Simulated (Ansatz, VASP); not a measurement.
# Hf5Si9O28 (amorphous 36HfO2-64SiO2 (mol %)): VASP beside Ansatz, part 2 of 3

Aim: how closely do two programs agree when they are given the same cell, functional and k mesh? The cell is taken from a series of runs on this material, whose earlier steps may have relaxed, scaled, displaced or heated it; both programs get it as it stands.

VASP 6.6.1 and Ansatz 0.2.0.

So far. Step 2 (VASP: single point, PBE, pair 1): The run ends at a pressure of -1.27 GPa, with forces up to 3.9 eV/Å.

### 3. Ansatz: single point, PBE, pair 1

Level of this step: Ansatz beside VASP: Kohn-Sham DFT, plane waves, PBE (Ansatz).

Ansatz runs on its default PAW (the set named soft_2) files.

The same cell, functional, mesh and smearing now go to Ansatz, which takes its cutoff from its data sets.

Input file input.yaml:

```yaml
crystal:
  lattice:
    - [10.7072, 0.0, 0.0]
    - [0.0, 10.7072, 0.0]
    - [0.0, 0.0, 10.7072]
  atoms:
    - { symbol: Hf, position: [0.94386, 0.64164, 0.55496] }
    - { symbol: Hf, position: [0.19769, 0.18485, 0.95822] }
    - { symbol: Hf, position: [0.57792, 0.80684, 0.24274] }
    - { symbol: Hf, position: [0.24892, 0.29518, 0.24357] }
    - { symbol: Hf, position: [0.05231, 0.86443, 0.96995] }
    - { symbol: Hf, position: [0.40185, 0.97896, 0.78977] }
    - { symbol: Hf, position: [0.30296, 0.6664, 0.13369] }
    - { symbol: Hf, position: [0.80003, 0.90315, 0.83481] }
    - { symbol: Hf, position: [0.28148, 0.7133, 0.66961] }
    - { symbol: Hf, position: [0.05223, 0.11587, 0.39388] }
    - { symbol: Si, position: [0.31632, 0.30755, 0.73307] }
    - { symbol: Si, position: [0.63998, 0.92782, 0.55059] }
    - { symbol: Si, position: [0.52514, 0.71799, 0.90696] }
    - { symbol: Si, position: [0.46649, 0.08813, 0.10056] }
    - { symbol: Si, position: [0.90715, 0.58777, 0.88192] }
    - { symbol: Si, position: [0.97394, 0.25822, 0.74016] }
    - { symbol: Si, position: [0.77126, 0.54589, 0.13364] }
    - { symbol: Si, position: [0.41726, 0.56338, 0.39634] }
    - { symbol: Si, position: [0.70791, 0.25858, 0.1613] }
    - { symbol: Si, position: [0.75158, 0.18642, 0.44392] }
    - { symbol: Si, position: [0.1899, 0.49985, 0.90972] }
    - { symbol: Si, position: [0.99998, 0.6914, 0.25133] }
    - { symbol: Si, position: [0.74008, 0.22379, 0.88702] }
    - { symbol: Si, position: [0.56871, 0.44317, 0.79632] }
    - { symbol: Si, position: [0.67168, 0.46264, 0.52043] }
    - { symbol: Si, position: [0.12778, 0.38556, 0.52821] }
    - { symbol: Si, position: [0.87617, 0.94421, 0.16512] }
    - { symbol: Si, position: [0.09047, 0.91593, 0.66203] }
    - { symbol: O, position: [0.0867, 0.76402, 0.6261] }
    - { symbol: O, position: [0.05759, 0.17778, 0.82049] }
    - { symbol: O, position: [0.55138, 0.51068, 0.43971] }
    - { symbol: O, position: [0.68972, 0.31293, 0.49842] }
    - { symbol: O, position: [0.72805, 0.08474, 0.83485] }
    - { symbol: O, position: [0.95669, 0.7325, 0.386] }
    - { symbol: O, position: [0.57498, 0.1889, 0.13544] }
    - { symbol: O, position: [0.32471, 0.16204, 0.77912] }
    - { symbol: O, position: [0.74281, 0.90626, 0.202] }
    - { symbol: O, position: [0.77976, 0.22457, 0.03213] }
    - { symbol: O, position: [0.2228, 0.35341, 0.8546] }
    - { symbol: O, position: [0.91519, 0.73969, 0.90576] }
    - { symbol: O, position: [0.80444, 0.54172, 0.9808] }
    - { symbol: O, position: [0.3434, 0.18966, 0.09603] }
    - { symbol: O, position: [0.75092, 0.20506, 0.2932] }
    - { symbol: O, position: [0.97899, 0.81619, 0.15576] }
    - { symbol: O, position: [0.60551, 0.83676, 0.43608] }
    - { symbol: O, position: [0.42688, 0.67464, 0.28636] }
    - { symbol: O, position: [0.52106, 0.95764, 0.64114] }
    - { symbol: O, position: [0.03194, 0.33045, 0.63506] }
    - { symbol: O, position: [0.2706, 0.50366, 0.03521] }
    - { symbol: O, position: [0.14457, 0.66127, 0.24225] }
    - { symbol: O, position: [0.1161, 0.30966, 0.39937] }
    - { symbol: O, position: [0.79582, 0.5359, 0.49092] }
    - { symbol: O, position: [0.18807, 0.99694, 0.96922] }
    - { symbol: O, position: [0.68469, 0.06138, 0.49074] }
    - { symbol: O, position: [0.09397, 0.52491, 0.52034] }
    - { symbol: O, position: [0.46105, 0.7322, 0.04165] }
    - { symbol: O, position: [0.75341, 0.87508, 0.64442] }
    - { symbol: O, position: [0.95442, 0.03198, 0.2521] }
    - { symbol: O, position: [0.67811, 0.65303, 0.17327] }
    - { symbol: O, position: [0.18796, 0.73532, 0.99389] }
    - { symbol: O, position: [0.63046, 0.32645, 0.87054] }
    - { symbol: O, position: [0.89735, 0.58426, 0.73435] }
    - { symbol: O, position: [0.90736, 0.58525, 0.19495] }
    - { symbol: O, position: [0.99671, 0.92419, 0.77881] }
    - { symbol: O, position: [0.4381, 0.38176, 0.75159] }
    - { symbol: O, position: [0.04008, 0.51715, 0.91494] }
    - { symbol: O, position: [0.47719, 0.96752, 0.1883] }
    - { symbol: O, position: [0.84835, 0.28245, 0.79595] }
    - { symbol: O, position: [0.54288, 0.57178, 0.8712] }
    - { symbol: O, position: [0.64675, 0.79984, 0.89105] }
    - { symbol: O, position: [0.23876, 0.90605, 0.70713] }
    - { symbol: O, position: [0.88652, 0.96425, 0.0113] }
    - { symbol: O, position: [0.4215, 0.77603, 0.80124] }
    - { symbol: O, position: [0.23561, 0.57621, 0.79021] }
    - { symbol: O, position: [0.35539, 0.62741, 0.51752] }
    - { symbol: O, position: [0.63739, 0.47764, 0.66819] }
    - { symbol: O, position: [0.07796, 0.00862, 0.55297] }
    - { symbol: O, position: [0.11736, 0.27718, 0.10531] }
    - { symbol: O, position: [0.33998, 0.44977, 0.32308] }
    - { symbol: O, position: [0.89387, 0.17645, 0.48574] }
    - { symbol: O, position: [0.2279, 0.11892, 0.32043] }
    - { symbol: O, position: [0.46919, 0.03745, 0.95857] }
    - { symbol: O, position: [0.25595, 0.33836, 0.60113] }
    - { symbol: O, position: [0.71671, 0.40964, 0.16909] }
kpoints:
  mp_grid: { grid: [1, 1, 1] }
hamiltonian:
  xc: pbe
scf:
  occupations: { method: fermi_dirac, width: 0.025 }
output:
  forces: true
```

Command:

```
> ansatz run input.yaml --threads 4 --pin off --max-ram 8192MiB --backend cpu --events-out ev --progress --plain --runs-dir out
```

Numbers of over 12 decimals in the logs are rounded to 6 here.

The program printed:

```text
Engine: ansatz 0.2.0, x86_64-unknown-linux-gnu
Pseudopotentials: kind: paw
Pseudopotential: Hf, paw, valence charge 26, recommended cutoff 420 eV (normal), Hf.paw.azcp
Pseudopotential: Si, paw, valence charge 4, recommended cutoff 420 eV (normal), Si.paw.azcp
Pseudopotential: O, paw, valence charge 6, recommended cutoff 420 eV (normal), O.paw.azcp
Functional definition: PBE
  parameter kappa = 0.804
  parameter beta = 0.066725
  exchange = pbe_x(kappa = kappa, mu = beta*pi^2/3)
  correlation = pbe_c(beta = beta)
Crystal: 84 atoms, lattice volume = 1227.518 Å³
Basis set: ecut = 420 eV, 23871 PW (Γ), exchange–correlation on 144×144×144 points (8 copies of the dense FFT grid, shifted against one another)
Bands: 418, of which v1, the nominal top of the filled ones, is band 334 counted from 1 (333 counted from 0)
Symmetry: 1 space group operations
Space group: P1 (ITA 1), of the structure as read, at distance tolerance 1.1e-4 Å
k-points: 1
Non-local potential: Hf, projectors of the file, l = 0: 3, l = 1: 2, l = 2: 2, l = 3: 3
Non-local potential: Si, projectors of the file, l = 0: 2, l = 1: 2, l = 2: 2
Non-local potential: O, projectors of the file, l = 0: 2, l = 1: 2, l = 2: 1
PAW form: soft (Blöchl's): semilocal exchange-correlation on the pseudo side does not see the compensation charge
PAW one-centre angular grid: Hf, 590 points (default); XC on 64 Gauss nodes
PAW one-centre angular grid: Si, 110 points (default); XC on 64 Gauss nodes
PAW one-centre angular grid: O, 110 points (default); XC on 64 Gauss nodes
Initial density: superposition of atomic densities (neutral atoms: chi_scale 0, normalization atom), corrected by the library's trained network
Initial wavefunctions: pseudopotential atomic-orbital guess
Functional: x = pbe(κ = 0.804, μ = 0.219515), c = pbe(β = 0.066725)
SCF iter   1: F=—  HF=-200532.933738 eV  |F-HF|=—  |Δ(HF+E_count)|=         —  Δρ=3.38e-3  dr2=1.53e-1  ethr=1.77e-3  ⟨swp⟩=5.0  Hψ=1719  notcnv=0  defer=47
preconditioner: auto → Resta (q_TF=auto, 2.465 Å⁻¹)  ε∞=4.1  [insulator: Δε(μ)=3.708 eV  Ē_g=14.651 eV  σ=0.025 eV  W_gap=1.00  n_scr=304 (ndim 8)  ℏωp=25.7 eV  f_vac=0.206  D(μ)=0.00/eV (n_scr^D=0)  ε∞_Penn≈4.1]
SCF iter   2: F=—  HF=-200532.922203 eV  |F-HF|=—  |Δ(HF+E_count)|=   1.15e-2  Δρ=1.71e-3  dr2=3.05e-2  ethr=2.30e-5  ⟨swp⟩=2.0  Hψ=731  notcnv=0  defer=75
SCF iter   3: F=—  HF=-200532.923228 eV  |F-HF|=—  |Δ(HF+E_count)|=   1.02e-3  Δρ=7.85e-4  dr2=1.04e-2  ethr=4.56e-6  ⟨swp⟩=2.0  Hψ=593  notcnv=0  defer=44
automatic band count: iteration 3 solves 387 bands in place of 418: the levels show a gap, and the empty bands left out lie too high to hold charge; the band table lists the bands solved (type scf.n_extra_bands for more)
SCF iter   4: F=—  HF=-200532.923802 eV  |F-HF|=—  |Δ(HF+E_count)|=   5.75e-4  Δρ=3.56e-4  dr2=1.80e-3  ethr=1.56e-6  ⟨swp⟩=2.0  Hψ=686  notcnv=0  defer=44
SCF iter   5: F=—  HF=-200532.923652 eV  |F-HF|=—  |Δ(HF+E_count)|=   1.51e-4  Δρ=1.56e-4  dr2=3.45e-4  ethr=2.70e-7  ⟨swp⟩=2.0  Hψ=660  notcnv=0  defer=44
SCF iter   6: F=—  HF=-200532.923736 eV  |F-HF|=—  |Δ(HF+E_count)|=   8.47e-5  Δρ=5.95e-5  dr2=4.96e-5  ethr=5.16e-8  ⟨swp⟩=2.0  Hψ=582  notcnv=0  defer=44
SCF iter   7: F=—  HF=-200532.925907 eV  |F-HF|=—  |Δ(HF+E_count)|=   2.17e-3  Δρ=2.65e-5  dr2=9.59e-6  ethr=7.42e-9  ⟨swp⟩=2.0  Hψ=707  notcnv=0  defer=44
SCF iter   8: F=—  HF=-200532.925911 eV  |F-HF|=—  |Δ(HF+E_count)|=   3.67e-6  Δρ=1.04e-5  dr2=1.73e-6  ethr=1.44e-9  ⟨swp⟩=2.0  Hψ=677  notcnv=0  defer=44
SCF iter   9: F=—  HF=-200532.925912 eV  |F-HF|=—  |Δ(HF+E_count)|=   1.10e-6  Δρ=6.91e-6  dr2=5.63e-7  ethr=2.59e-10  ⟨swp⟩=2.0  Hψ=677  notcnv=0  defer=44
SCF iter  10: F=-200532.925912 eV  HF=-200532.925912 eV  |F-HF|=2.98e-8  |Δ(HF+E_count)|=   1.32e-8  Δρ=2.03e-6  dr2=5.89e-8  ethr=1.50e-11  ⟨swp⟩=2.0  Hψ=1392  notcnv=0
SCF 1 converged in 10 iterations: F = -200532.925912 eV  dr2 = 5.89e-8
  greatest PAW one-centre occupation: 0.999 electrons in one spin orbital (limit 2), on the Hf atom at site 7 (counted from 0), in its partial waves of l = 0
SCF converged after 10 iterations
Free energy (F): -200532.925912 eV
Harris-Foulkes:  -200532.925912 eV  (|F-HF|=2.98e-8)
Internal energy: -200532.925912 eV  (E = F + TS)
E sigma→0 (E₀):  -200532.925912 eV
Fermi energy:    6.731124 eV
--- Per-component energies (eV) ---
  E_band       = -4405.218101
  E_kinetic    = 14891.197430
  E_local      = -117900.409539  (includes V_loc(G=0)·N_el)
  E_nonlocal   = -9307.519144
  E_hartree    = 52254.009537
  E_xc         = -8127.918994
  E_vxc        = -8778.247749  (∫ρ·V_xc dr)
  E_paw        = -87382.805291  (= ΣΔE_a)
  E_vpaw       = 12181.600697  (= ΣTr[D̂ρ^β])
  E_aug_tail   = 0.141913  (compensation charges beyond the density's cutoff)
  E_ewald      = -44959.621823
  E_smearing   = -0.000000  (= −TS)
  E_closure    = -0.000000  (closes the sum)
  Σ components = -200532.925912   (vs F -200532.925912, Δ=0.00e0)
--- Forces (eV/Å), atoms counted from 1 ---
  atom   1  Hf    -0.47577030    -1.72029040    -0.87028731
  atom   2  Hf    -0.98412865    -1.05339219     1.77201180
  atom   3  Hf     1.86857929     1.02122484     0.31390499
  atom   4  Hf    -0.95338448    -2.08610453    -0.73558712
  atom   5  Hf     2.24083765    -1.19053763     0.71749985
  atom   6  Hf     1.70300813     0.46650115    -0.01970571
  atom   7  Hf    -2.86339252    -1.21709718    -2.12716097
  atom   8  Hf    -2.20085381    -0.09439013    -1.01834253
  atom   9  Hf    -0.24077516    -2.38961962     0.84726329
  atom  10  Hf    -0.30152036    -1.42181517    -0.12772915
  atom  11  Si    -1.34251011    -0.40972840     1.06696082
  atom  12  Si     1.09431045     0.36589430     0.30389650
  atom  13  Si    -0.51108014    -0.32405427    -0.79065719
  atom  14  Si     0.12435618     0.75037064    -0.07441433
  atom  15  Si     1.10033216     0.89737400     0.67154049
  atom  16  Si     1.04522713    -0.92638042    -0.02471396
  atom  17  Si     1.45310708     0.61682628    -0.56528827
  atom  18  Si     0.09836297    -0.86628060    -0.70196564
  atom  19  Si    -0.82206314    -0.04547469    -0.38671249
  atom  20  Si    -0.16992339     0.44564947    -0.13423095
  atom  21  Si    -0.81930123     0.12357802    -0.29944910
  atom  22  Si    -0.91344245     0.22567161    -1.22467050
  atom  23  Si    -0.17901704    -0.11208669     0.31857692
  atom  24  Si     0.15992002    -0.12332942    -0.71511777
[...]
atom  77  O     -0.22459582     1.81766813    -2.46919135
  atom  78  O      1.44223944    -0.20943488     0.18010614
  atom  79  O     -0.23116801    -0.09269077    -0.13801752
  atom  80  O      1.88642493     0.00977542     0.08004411
  atom  81  O     -0.64799069     1.64870775    -0.24844330
  atom  82  O     -0.35212764    -0.84756768    -2.45102148
  atom  83  O      0.11135026     0.27638958    -1.26842820
  atom  84  O     -0.35833673    -0.01562035     0.40423502
  max |Σ_I F_I| component: 7.73e-5 eV/Å
```

In the SCF lines HF is the Harris–Foulkes energy and dr2 the Hartree energy of the density residual, in eV; the loop may stop once dr2 is under the threshold and the program's other checks hold. Hψ counts applications of the Hamiltonian.

### 4. Differences

Known differences besides the potentials themselves: the data sets hold 668 valence electrons in Ansatz (on its default PAW (the set named soft_2) files) and 508 in VASP; the cutoff is 420 eV in Ansatz and 520 eV in VASP (PREC = Accurate, projectors in real space). Total energies have different zeros and are not compared.

Both answers:

```
              quantity  Ansatz   VASP  difference
gap on the k mesh (eV)   3.774  3.740      +0.034
```

Forces on 8 of the 84 atoms, those with the largest forces and the largest differences (eV/Å; atoms numbered as in POSCAR):

```
atom          Ansatz x, y, z            VASP x, y, z
 Hf7  -2.863, -1.217, -2.127  -2.881, -1.216, -2.158
 O30    1.713, -1.923, 1.723    1.892, -1.969, 1.892
 O37   -3.041, -0.897, 0.885   -3.248, -0.999, 0.936
 O55    -1.143, 3.188, 0.010    -1.286, 3.363, 0.039
 O58     1.541, 1.986, 1.794     1.654, 2.089, 1.946
 O68    -2.971, 1.607, 0.562    -3.002, 1.590, 0.581
 O70    1.925, 1.387, -0.297    2.115, 1.517, -0.357
 O74    1.203, 2.274, -2.565    1.261, 2.426, -2.717
```

The forces differ by 81 meV/Å r.m.s., which is 7.3 % of the r.m.s. force of 1.113 eV/Å (both taken over all components). A gap on the mesh is an upper bound, since the band edges may lie between its points; neither run holds spin-orbit coupling, which can move the band edges of a compound of Hf.

### 5. Ansatz: single point, PBE, pair 2

A single point gives forces, pressure and levels at one fixed geometry, so differences don't come from the geometry; what else differs is listed under the comparison. The cell compared in this pair holds 1173.62 Å³, against 1227.52 Å³ for the pair before.

The cell is taken from a series of runs on this material, whose earlier steps may have relaxed, scaled, displaced or heated it; both programs get it as it stands.

Input file input.yaml:

```yaml
crystal:
  lattice:
    - [10.71013, -0.0222, -0.20658]
    - [-0.0222, 10.76908, -0.08444]
    - [-0.20658, -0.08444, 10.1802]
  atoms:
    - { symbol: Hf, position: [0.94846, 0.6118, 0.54599] }
    - { symbol: Hf, position: [0.176, 0.17862, 0.94184] }
    - { symbol: Hf, position: [0.58075, 0.81125, 0.23395] }
    - { symbol: Hf, position: [0.24703, 0.2817, 0.23836] }
    - { symbol: Hf, position: [0.06199, 0.86578, 0.97316] }
    - { symbol: Hf, position: [0.41109, 0.98501, 0.78251] }
    - { symbol: Hf, position: [0.2932, 0.65943, 0.1363] }
    - { symbol: Hf, position: [0.79006, 0.90432, 0.83589] }
    - { symbol: Hf, position: [0.28336, 0.70422, 0.66823] }
    - { symbol: Hf, position: [0.05749, 0.1127, 0.39762] }
    - { symbol: Si, position: [0.31345, 0.30642, 0.72925] }
    - { symbol: Si, position: [0.63836, 0.93432, 0.54459] }
    - { symbol: Si, position: [0.52389, 0.71884, 0.91181] }
    - { symbol: Si, position: [0.476, 0.09347, 0.10468] }
    - { symbol: Si, position: [0.90675, 0.59678, 0.88331] }
    - { symbol: Si, position: [0.94907, 0.24438, 0.69466] }
    - { symbol: Si, position: [0.77465, 0.55199, 0.13116] }
    - { symbol: Si, position: [0.41881, 0.55162, 0.39471] }
    - { symbol: Si, position: [0.71928, 0.26783, 0.16969] }
    - { symbol: Si, position: [0.75675, 0.19085, 0.46192] }
    - { symbol: Si, position: [0.18392, 0.49783, 0.90487] }
    - { symbol: Si, position: [0.99996, 0.69434, 0.25786] }
    - { symbol: Si, position: [0.74316, 0.22535, 0.88622] }
    - { symbol: Si, position: [0.56882, 0.4436, 0.80004] }
    - { symbol: Si, position: [0.67278, 0.45383, 0.52657] }
    - { symbol: Si, position: [0.11911, 0.38502, 0.52277] }
    - { symbol: Si, position: [0.87725, 0.94119, 0.16583] }
    - { symbol: Si, position: [0.0941, 0.89994, 0.65803] }
    - { symbol: O, position: [0.09708, 0.75004, 0.61979] }
    - { symbol: O, position: [0.04739, 0.16882, 0.78666] }
    - { symbol: O, position: [0.55605, 0.49606, 0.43169] }
    - { symbol: O, position: [0.67559, 0.30079, 0.52517] }
    - { symbol: O, position: [0.72516, 0.08107, 0.83733] }
    - { symbol: O, position: [0.94322, 0.73113, 0.39793] }
    - { symbol: O, position: [0.58437, 0.1968, 0.1534] }
    - { symbol: O, position: [0.32213, 0.16133, 0.77551] }
    - { symbol: O, position: [0.73795, 0.90969, 0.19985] }
    - { symbol: O, position: [0.79743, 0.2285, 0.03979] }
    - { symbol: O, position: [0.21828, 0.35469, 0.84691] }
    - { symbol: O, position: [0.91247, 0.74581, 0.91874] }
    - { symbol: O, position: [0.79616, 0.53713, 0.96984] }
    - { symbol: O, position: [0.3489, 0.18634, 0.09963] }
    - { symbol: O, position: [0.78696, 0.22397, 0.31041] }
    - { symbol: O, position: [0.98343, 0.82315, 0.16618] }
    - { symbol: O, position: [0.59608, 0.83509, 0.43013] }
    - { symbol: O, position: [0.4306, 0.66674, 0.28919] }
    - { symbol: O, position: [0.51994, 0.97836, 0.63607] }
    - { symbol: O, position: [0.01523, 0.36745, 0.63569] }
    - { symbol: O, position: [0.26679, 0.49998, 0.04237] }
    - { symbol: O, position: [0.1491, 0.66943, 0.25424] }
    - { symbol: O, position: [0.0868, 0.30627, 0.38716] }
    - { symbol: O, position: [0.8028, 0.51077, 0.4792] }
    - { symbol: O, position: [0.18527, 0.00327, 0.97276] }
    - { symbol: O, position: [0.68713, 0.06017, 0.4729] }
    - { symbol: O, position: [0.10939, 0.53135, 0.49967] }
    - { symbol: O, position: [0.45952, 0.74181, 0.05349] }
    - { symbol: O, position: [0.74886, 0.88138, 0.64475] }
    - { symbol: O, position: [0.94958, 0.04097, 0.26214] }
    - { symbol: O, position: [0.68254, 0.66159, 0.17321] }
    - { symbol: O, position: [0.19487, 0.74542, 0.9971] }
    - { symbol: O, position: [0.62405, 0.32305, 0.87939] }
    - { symbol: O, position: [0.8884, 0.59673, 0.72595] }
    - { symbol: O, position: [0.91874, 0.57843, 0.19184] }
    - { symbol: O, position: [0.99972, 0.91632, 0.77871] }
    - { symbol: O, position: [0.43768, 0.38768, 0.73455] }
    - { symbol: O, position: [0.03654, 0.519, 0.92204] }
    - { symbol: O, position: [0.4807, 0.97248, 0.19746] }
    - { symbol: O, position: [0.83633, 0.29044, 0.78263] }
    - { symbol: O, position: [0.53545, 0.56773, 0.88714] }
    - { symbol: O, position: [0.65, 0.80245, 0.8993] }
    - { symbol: O, position: [0.2455, 0.90513, 0.70507] }
    - { symbol: O, position: [0.89674, 0.97592, 0.01116] }
    - { symbol: O, position: [0.42594, 0.77882, 0.79549] }
    - { symbol: O, position: [0.23798, 0.57788, 0.7866] }
    - { symbol: O, position: [0.36343, 0.61673, 0.5275] }
    - { symbol: O, position: [0.64826, 0.49255, 0.67934] }
    - { symbol: O, position: [0.07468, 0.99046, 0.53646] }
    - { symbol: O, position: [0.11874, 0.27103, 0.09596] }
    - { symbol: O, position: [0.33189, 0.44128, 0.32131] }
    - { symbol: O, position: [0.89681, 0.17754, 0.54773] }
    - { symbol: O, position: [0.22308, 0.1215, 0.32651] }
    - { symbol: O, position: [0.4848, 0.04102, 0.95197] }
    - { symbol: O, position: [0.24884, 0.32366, 0.58376] }
    - { symbol: O, position: [0.71575, 0.4189, 0.17727] }
kpoints:
  mp_grid: { grid: [1, 1, 1] }
hamiltonian:
  xc: pbe
scf:
  occupations: { method: fermi_dirac, width: 0.025 }
output:
  forces: true
  stress: true
  populations: true
  dos:
    method: { smearing: { sigma: 0.08 } }
    de: 0.05
    projected: { site_lists: { Hf: [Hf], O: [O], Si: [Si] } }
  eigenvalues: true
  write_density: true
  write_potential: true
  volumetric_format: npy
```

The program printed:

```text
[...]
Crystal: 84 atoms, lattice volume = 1173.625 Å³
Basis set: ecut = 420 eV, 22875 PW (Γ), exchange–correlation on 144×144×144 points (8 copies of the dense FFT grid, shifted against one another)
Bands: 418, of which v1, the nominal top of the filled ones, is band 334 counted from 1 (333 counted from 0)
Symmetry: 1 space group operations
[...]
k-points: 1
[...]
--- Löwdin populations: 84 sites ---
  site symbol       q [e]
     0     Hf     24.4383
     1     Hf     24.5062
     2     Hf     24.4133
     3     Hf     24.4561
     4     Hf     24.5347
     5     Hf     24.4304
     6     Hf     24.4582
     7     Hf     24.4329
[...]
80      O      6.6075
    81      O      6.7156
    82      O      6.7777
    83      O      6.7796
  spilling = 0.007451 (of n_electrons = 668.000000)
[key lines of the parts left out:]
SCF converged after 10 iterations
Free energy (F): -200538.796811 eV
Fermi energy:    7.343974 eV
P = ⅓ Tr σ = 0.0003 GPa (0.003 kbar)
```

(Continued in part 3 of 3.)

[Lines on the potential files, build, host, timing and source positions are cut from VASP's logs without a mark.]

[Logs are printed without paths, hosts, clocks, repeated set-up lines and the standing remarks that a program may print on its own settings, such as how far it seeks lower states.]

[Hosts, paths, dates, database ids (printed as entryN), source tags and the programs' standing remarks are cut or masked in the printed files.]
